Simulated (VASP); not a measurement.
Method: PBEsol GGA, VASP's PBE PAW potentials (set 64) (plane waves; VASP).

VASP input:

**INCAR**
```
! general
SYSTEM  = InP(110) slab
PREC    = Normal
ENCUT   = 400
LREAL   = .FALSE.
LASPH   = .TRUE.

! electronic loop
EDIFF   = 1E-5
NELM    = 100
NELMIN  = 4
ALGO    = Normal
LMAXMIX = 4

! smearing
ISMEAR  = 0
SIGMA   = 0.05

! functional
GGA     = PS

! ions
IBRION  = 2
NSW     = 50
ISIF    = 2
EDIFFG  = -0.03

! output
LWAVE   = .TRUE.
LCHARG  = .FALSE.

! other
LDIPOL  = .TRUE.
IDIPOL  = 3
DIPOL   = 0.5 0.5 0.5
```

File KPOINTS:
```
Regular mesh
0
Gamma
4 5 1
```

POSCAR:
```
InP(110) slab
1
    5.8780932592     0.0000000000     0.0000000000
    0.0000000000     4.1564397987    -0.0000000000
   -0.0000000000    -0.0000000000    27.4899996363
In P
6 6
Direct
  0.0000000000   0.0000000000   0.6889980000
  0.5000000000   0.5000000000   0.6133990000
  0.0000000000   0.0000000000   0.5378000000
  0.5000000000   0.5000000000   0.4622000000
  1.0000000000   0.0000000000   0.3866010000
  0.5000000000   0.5000000000   0.3110020000
  0.2500000000   0.0000000000   0.6133990000
  0.7500000000   0.5000000000   0.6889980000
  0.2500000000   0.0000000000   0.4622000000
  0.7500000000   0.5000000000   0.5378000000
  0.2500000000   0.0000000000   0.3110020000
  0.7500000000   0.5000000000   0.3866010000
```

POTCAR, in this order: In_d P (PBE.64 set). Program: vasp_std.

Output

**OUTCAR**
```
 ion  position               nearest neighbor table
   1  0.000  0.000  0.689-   7 2.55   8 2.55   8 2.55
   2  0.500  0.500  0.613-   8 2.55  10 2.55   7 2.55   7 2.55
   3  0.000  0.000  0.538-   7 2.55  10 2.55  10 2.55   9 2.55
   4  0.500  0.500  0.462-  12 2.55   9 2.55   9 2.55  10 2.55
   5  0.000  0.000  0.387-  11 2.55   9 2.55  12 2.55  12 2.55
   6  0.500  0.500  0.311-  12 2.55  11 2.55  11 2.55
   7  0.250  0.000  0.613-   1 2.55   3 2.55   2 2.55   2 2.55
   8  0.750  0.500  0.689-   2 2.55   1 2.55   1 2.55
   9  0.250  0.000  0.462-   5 2.55   4 2.55   4 2.55   3 2.55
  10  0.750  0.500  0.538-   2 2.55   3 2.55   3 2.55   4 2.55
  11  0.250  0.000  0.311-   5 2.55   6 2.55   6 2.55
  12  0.750  0.500  0.387-   6 2.55   4 2.55   5 2.55   5 2.55
  LATTYP: Found a simple orthorhombic cell.
 ALAT       =     4.1564397987
 B/A-ratio  =     1.4142134961
 C/A-ratio  =     6.6138332245
 Subroutine PRICEL returns:
 Original cell was already a primitive cell.
 Subroutine GETGRP returns: Found  4 space group operations
The static configuration has the point symmetry C_1h.
 The point group associated with its full space group is C_2v.
The dynamic configuration has the point symmetry C_1h.
 Subroutine INISYM returns: Found  4 space group operations
 Subroutine IBZKPT returns following result:
 Found      9 irreducible k-points:

 Following reciprocal coordinates:
            Coordinates               Weight
  0.000000  0.000000  0.000000      1.000000
  0.250000  0.000000  0.000000      2.000000
  0.500000  0.000000  0.000000      1.000000
  0.000000  0.200000  0.000000      2.000000
  0.250000  0.200000  0.000000      4.000000
  0.500000  0.200000  0.000000      2.000000
  0.000000  0.400000  0.000000      2.000000
  0.250000  0.400000  0.000000      4.000000
  0.500000  0.400000  0.000000      2.000000
   k-points           NKPTS =      9   k-points in BZ     NKDIM =      9   number of bands    NBANDS=     64
   number of dos      NEDOS =    301   number of ions     NIONS =     12
   total plane-waves  NPLWV =  84000
   dimension x,y,z NGX =    30 NGY =   20 NGZ =  140
   dimension x,y,z NGXF=    60 NGYF=   40 NGZF=  280
   ions per type =               6   6
   PREC   = normal    normal or accurate (medium, high low for compatibility)
   ISTART =      0    job   : 0-new  1-cont  2-samecut
   ICHARG =      2    charge: 1-file 2-atom 10-const
   ISPIN  =      1    spin polarized calculation?
   LNONCOLLINEAR =      F non collinear calculations
   LSORBIT =      F    spin-orbit coupling
   INIWAV =      1    electr: 0-lowe 1-rand  2-diag
   ENCUT  =  400.0 eV  29.40 Ry    5.42 a.u.   9.59  6.78 44.83*2*pi/ulx,y,z
   NELM   =    100;   NELMIN=  4; NELMDL= -5     # of ELM steps
   EDIFF  = 0.1E-04   stopping-criterion for ELM
   LREAL  =      F    real-space projection
   NLSPLINE    = F    spline interpolate recip. space projectors
   LMAXMIX     =    4 max onsite mixed and CHGCAR
   VOSKOWN=      0    Vosko Wilk Nusair interpolation
   EDIFFG = -.3E-01   stopping-criterion for IOM
   NSW    =     50    number of steps for IOM
   NBLOCK =      1;   KBLOCK =     50    inner block; outer block
   IBRION =      2    ionic relax: 0-MD 1-quasi-New 2-CG
   NFREE  =      1    steps in history (QN), initial steepest desc. (CG)
   ISIF   =      2    stress and relaxation
   ISYM   =      2    0-nonsym 1-usesym 2-fastsym
   TEIN   =    0.0    initial temperature
   TEBEG  =    0.0;   TEEND  =   0.0 temperature during run
   SMASS  =  -3.00    Nose mass-parameter (am)
   PSTRESS=    0.0 pullay stress
   NELECT =     108.0000    total number of electrons
   EFERMI =   0.00;   METHOD = LEGACY
   ISMEAR =     0;   SIGMA  =   0.05  broadening in eV -4-tet -1-fermi 0-gaus
   IALGO  =     38    algorithm
   LDIAG  =      T    sub-space diagonalisation (order eigenvalues)
   IMIX   =      4    mixing-type and parameters
...
```

**OSZICAR**
```
...
DAV:  11    -0.526080952165E+02   -0.11100E-04   -0.21560E-06   792   0.108E-02    0.390E-03
DAV:  12    -0.526081153010E+02   -0.20085E-04   -0.31209E-06   880   0.118E-02    0.278E-03
DAV:  13    -0.526081244676E+02   -0.91666E-05   -0.10568E-06   840   0.754E-03
   4 F= -.52608124E+02 E0= -.52608124E+02  d E =-.290223E+00
       N       E                     dE             d eps       ncg     rms          rms(c)
DAV:   1    -0.520005737713E+02    0.60754E+00   -0.21574E+02  1432   0.587E+01    0.493E+00
DAV:   2    -0.527278138685E+02   -0.72724E+00   -0.75115E+00  1680   0.142E+01    0.171E+00
DAV:   3    -0.527344792387E+02   -0.66654E-02   -0.14469E-01  1608   0.293E+00    0.140E+00
DAV:   4    -0.527337165509E+02    0.76269E-03   -0.10110E-02  1736   0.634E-01    0.109E+00
DAV:   5    -0.527333297079E+02    0.38684E-03   -0.14685E-03  1496   0.234E-01    0.561E-01
DAV:   6    -0.527332804840E+02    0.49224E-04   -0.20493E-03  1400   0.292E-01    0.802E-02
DAV:   7    -0.527333525876E+02   -0.72104E-04   -0.37943E-04  1584   0.140E-01    0.602E-02
DAV:   8    -0.527333694514E+02   -0.16864E-04   -0.17951E-05  1000   0.248E-02    0.522E-02
DAV:   9    -0.527334088293E+02   -0.39378E-04   -0.27863E-05   864   0.328E-02    0.251E-02
DAV:  10    -0.527334400199E+02   -0.31191E-04   -0.15345E-05   968   0.202E-02    0.820E-03
DAV:  11    -0.527334501439E+02   -0.10124E-04   -0.25311E-06   776   0.148E-02    0.520E-03
DAV:  12    -0.527334698426E+02   -0.19699E-04   -0.32574E-06   872   0.119E-02    0.432E-03
DAV:  13    -0.527334816311E+02   -0.11788E-04   -0.14737E-06   864   0.861E-03    0.234E-03
DAV:  14    -0.527334879234E+02   -0.62923E-05   -0.80215E-07   784   0.400E-03
   5 F= -.52733488E+02 E0= -.52733488E+02  d E =-.415587E+00
       N       E                     dE             d eps       ncg     rms          rms(c)
DAV:   1    -0.526790015106E+02    0.54480E-01   -0.21163E+01  1192   0.164E+01    0.194E+00
DAV:   2    -0.527736949263E+02   -0.94693E-01   -0.10212E+00  1744   0.659E+00    0.605E-01
DAV:   3    -0.527725186206E+02    0.11763E-02   -0.27034E-02  1504   0.185E+00    0.460E-01
DAV:   4    -0.527718417062E+02    0.67691E-03   -0.52249E-03  1624   0.583E-01    0.269E-01
DAV:   5    -0.527717420978E+02    0.99608E-04   -0.68900E-04  1672   0.243E-01    0.143E-01
DAV:   6    -0.527717453308E+02   -0.32330E-05   -0.32296E-04  1480   0.128E-01    0.405E-02
DAV:   7    -0.527717492591E+02   -0.39283E-05   -0.88362E-05  1544   0.818E-02
   6 F= -.52771749E+02 E0= -.52771749E+02  d E =-.382613E-01
       N       E                     dE             d eps       ncg     rms          rms(c)
DAV:   1    -0.527717425048E+02    0.28260E-05   -0.34486E-03  1240   0.206E-01    0.229E-02
DAV:   2    -0.527717552560E+02   -0.12751E-04   -0.12726E-04  1624   0.647E-02    0.142E-02
DAV:   3    -0.527717553971E+02   -0.14111E-06   -0.31726E-06   704   0.118E-02    0.991E-03
DAV:   4    -0.527717560283E+02   -0.63127E-06   -0.19066E-06   720   0.963E-03
   7 F= -.52771756E+02 E0= -.52771756E+02  d E =-.382681E-01
       N       E                     dE             d eps       ncg     rms          rms(c)
DAV:   1    -0.527602297228E+02    0.11526E-01   -0.92993E+00  1224   0.107E+01    0.994E-01
DAV:   2    -0.527920822205E+02   -0.31852E-01   -0.34324E-01  1736   0.370E+00    0.357E-01
DAV:   3    -0.527917844971E+02    0.29772E-03   -0.68049E-03  1520   0.838E-01    0.278E-01
DAV:   4    -0.527916250342E+02    0.15946E-03   -0.83136E-04  1688   0.198E-01    0.187E-01
DAV:   5    -0.527915993891E+02    0.25645E-04   -0.12766E-04  1456   0.103E-01    0.107E-01
DAV:   6    -0.527915940283E+02    0.53608E-05   -0.10929E-04  1440   0.886E-02    0.201E-02
DAV:   7    -0.527915958916E+02   -0.18633E-05   -0.15023E-05   904   0.272E-02
   8 F= -.52791596E+02 E0= -.52791596E+02  d E =-.198399E-01
       N       E                     dE             d eps       ncg     rms          rms(c)
DAV:   1    -0.527634502476E+02    0.28144E-01   -0.10478E+01  1232   0.114E+01    0.107E+00
DAV:   2    -0.528000366364E+02   -0.36586E-01   -0.39402E-01  1736   0.394E+00    0.386E-01
DAV:   3    -0.527996729225E+02    0.36371E-03   -0.75474E-03  1528   0.875E-01    0.301E-01
DAV:   4    -0.527994868710E+02    0.18605E-03   -0.94389E-04  1688   0.211E-01    0.203E-01
DAV:   5    -0.527994570013E+02    0.29870E-04   -0.14331E-04  1480   0.110E-01    0.118E-01
DAV:   6    -0.527994507618E+02    0.62396E-05   -0.12875E-04  1464   0.966E-02    0.221E-02
DAV:   7    -0.527994534063E+02   -0.26446E-05   -0.17065E-05   904   0.294E-02
   9 F= -.52799453E+02 E0= -.52799453E+02  d E =-.276974E-01
       N       E                     dE             d eps       ncg     rms          rms(c)
DAV:   1    -0.527558364703E+02    0.43614E-01   -0.17758E+01  1352   0.146E+01    0.143E+00
DAV:   2    -0.528158681183E+02   -0.60032E-01   -0.64047E-01  1792   0.469E+00    0.540E-01
DAV:   3    -0.528150158264E+02    0.85229E-03   -0.73292E-03  1728   0.109E+00    0.421E-01
DAV:   4    -0.528148503237E+02    0.16550E-03   -0.15395E-03  1560   0.299E-01    0.308E-01
DAV:   5    -0.528148252782E+02    0.25046E-04   -0.12230E-04  1592   0.813E-02    0.201E-01
DAV:   6    -0.528147642636E+02    0.61015E-04   -0.36549E-04  1480   0.288E-01    0.217E-02
DAV:   7    -0.528147804782E+02   -0.16215E-04   -0.14797E-04  1280   0.981E-02    0.262E-02
DAV:   8    -0.528147814943E+02   -0.10161E-05   -0.30636E-06   720   0.167E-02
  10 F= -.52814781E+02 E0= -.52814781E+02  d E =-.153281E-01
       N       E                     dE             d eps       ncg     rms          rms(c)
DAV:   1    -0.528051374484E+02    0.96430E-02   -0.44587E+00  1352   0.722E+00    0.608E-01
DAV:   2    -0.528173127407E+02   -0.12175E-01   -0.13013E-01  1784   0.220E+00    0.227E-01
DAV:   3    -0.528171536811E+02    0.15906E-03   -0.17732E-03  1664   0.533E-01    0.182E-01
DAV:   4    -0.528171309779E+02    0.22703E-04   -0.40424E-04  1584   0.145E-01    0.134E-01
DAV:   5    -0.528171336155E+02   -0.26376E-05   -0.22232E-05   888   0.412E-02
  11 F= -.52817134E+02 E0= -.52817134E+02  d E =-.176802E-01
       N       E                     dE             d eps       ncg     rms          rms(c)
DAV:   1    -0.528098443332E+02    0.72866E-02   -0.26239E+00  1152   0.573E+00    0.586E-01
DAV:   2    -0.528202722271E+02   -0.10428E-01   -0.11245E-01  1688   0.189E+00    0.152E-01
DAV:   3    -0.528201116642E+02    0.16056E-03   -0.25246E-03  1672   0.437E-01    0.137E-01
DAV:   4    -0.528200608732E+02    0.50791E-04   -0.41948E-04  1656   0.122E-01    0.865E-02
DAV:   5    -0.528200503692E+02    0.10504E-04   -0.46452E-05  1072   0.370E-02    0.334E-02
DAV:   6    -0.528200522468E+02   -0.18775E-05   -0.34734E-05  1088   0.483E-02
  12 F= -.52820052E+02 E0= -.52820052E+02  d E =-.291863E-02
       N       E                     dE             d eps       ncg     rms          rms(c)
DAV:   1    -0.528198199011E+02    0.23047E-03   -0.12131E-01  1152   0.123E+00    0.116E-01
DAV:   2    -0.528202899091E+02   -0.47001E-03   -0.49758E-03  1680   0.374E-01    0.341E-02
DAV:   3    -0.528202858091E+02    0.41000E-05   -0.10590E-04  1312   0.559E-02    0.314E-02
DAV:   4    -0.528202836307E+02    0.21784E-05   -0.16799E-05   920   0.266E-02
  13 F= -.52820284E+02 E0= -.52820284E+02  d E =-.315002E-02
       N       E                     dE             d eps       ncg     rms          rms(c)
DAV:   1    -0.528190369415E+02    0.12489E-02   -0.90304E-01  1328   0.327E+00    0.257E-01
DAV:   2    -0.528211590071E+02   -0.21221E-02   -0.22181E-02  1736   0.847E-01    0.744E-02
DAV:   3    -0.528211654522E+02   -0.64451E-05   -0.47208E-04  1728   0.209E-01    0.700E-02
DAV:   4    -0.528211602204E+02    0.52318E-05   -0.33508E-05   960   0.482E-02
  14 F= -.52821160E+02 E0= -.52821160E+02  d E =-.876590E-03
```

File OUTCAR:
```
------------------------ aborting loop because EDIFF is reached ----------------------------------------
  FORCE on cell =-STRESS in cart. coord.  units (eV):
  Direction    XX          YY          ZZ          XY          YZ          ZX
  --------------------------------------------------------------------------------------
  Total       -1.1039706     -1.7751603     -0.5940671      0.0000000      0.0000000      0.0000000
  in kB       -2.6335124     -4.2346298     -1.4171420      0.0000000      0.0000000      0.0000000
  external PRESSURE =      -2.7617614 kB  Pullay stress =       0.0000000 kB
  volume of cell :      671.63
      direct lattice vectors                 reciprocal lattice vectors
     5.878093259  0.000000000  0.000000000     0.170123194  0.000000000  0.000000000
     0.000000000  4.156439799  0.000000000     0.000000000  0.240590517  0.000000000
     0.000000000  0.000000000 27.489999636     0.000000000  0.000000000  0.036376865
 POSITION                                       TOTAL-FORCE (eV/Angst)
 -----------------------------------------------------------------------------------
      5.56017      0.00000     18.49825         0.005000      0.000000     -0.015425
      3.04598      2.07822     16.97873         0.004862      0.000000      0.002602
      0.09554      0.00000     14.73414         0.015658      0.000000     -0.000109
      3.03459      2.07822     12.75586         0.015658      0.000000      0.000109
      0.10693      0.00000     10.51127         0.004862      0.000000     -0.002602
      2.62112      2.07822      8.99175         0.005000      0.000000      0.015425
      1.57456      0.00000     16.83986         0.004205      0.000000     -0.025001
      4.33688      2.07822     19.19260        -0.016714      0.000000     -0.016318
      1.55163      0.00000     12.65185        -0.013011      0.000000      0.005530
      4.49068      2.07822     14.83815        -0.013011      0.000000     -0.005530
      1.39783      0.00000      8.29740        -0.016714      0.000000      0.016318
      4.51361      2.07822     10.65014         0.004205      0.000000      0.025001
 -----------------------------------------------------------------------------------
    total drift:                                0.004792     -0.000000     -0.000037
  FREE ENERGIE OF THE ION-ELECTRON SYSTEM (eV)
  ---------------------------------------------------
  free  energy   TOTEN  =       -52.8211602204 eV

  energy  without entropy=      -52.8211602204  energy(sigma->0) =      -52.82116022

 reached required accuracy - stopping structural energy minimisation
```
(Selected blocks of OUTCAR.)

**CONTCAR**
```
InP(110) slab
   1.00000000000000
     5.8780932591999999    0.0000000000000000    0.0000000000000000
     0.0000000000000000    4.1564397987000001    0.0000000000000000
     0.0000000000000000    0.0000000000000000   27.4899996362999985
  In              P
     6     6
Direct
     0.9459131669165006    0.0000000000000000    0.6729083081686871
     0.5181918787837294    0.5000000000000000    0.6176330331442998
     0.0162533610416897    0.0000000000000000    0.5359819361706154
     0.5162533610416898    0.5000000000000000    0.4640180638293847
     0.0181918787837293    0.0000000000000000    0.3823669668557001
     0.4459131669165006    0.5000000000000000    0.3270916918313130
     0.2678700253667698    0.0000000000000000    0.6125811657378535
     0.7378032496108349    0.5000000000000000    0.6981667835404796
     0.2639683182804756    0.0000000000000000    0.4602346528254092
     0.7639683182804756    0.5000000000000000    0.5397653471745909
     0.2378032496108349    0.0000000000000000    0.3018332164595204
     0.7678700253667697    0.5000000000000000    0.3874188342621466
```

The cell is a thin slab with vacuum, built from InP (zinc blende): (110) face.
